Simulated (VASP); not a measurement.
Calculation: LDA (Ceperley-Alder, Perdew-Zunger), VASP's LDA PAW potentials (set 64) (plane waves; VASP).

Gaps are without spin-orbit coupling.

Problem. Order these relaxed crystals by band gap, smallest first: BN, F-43m (216); CdF2, Fm-3m (225); Cd2SrP2, P-3m1 (164); AgI, P6_3mc (186).

Solution. Cd2SrP2, P-3m1 (164) (0.83 eV), AgI, P6_3mc (186) (1.13 eV), CdF2, Fm-3m (225) (2.94 eV), BN, F-43m (216) (4.37 eV)
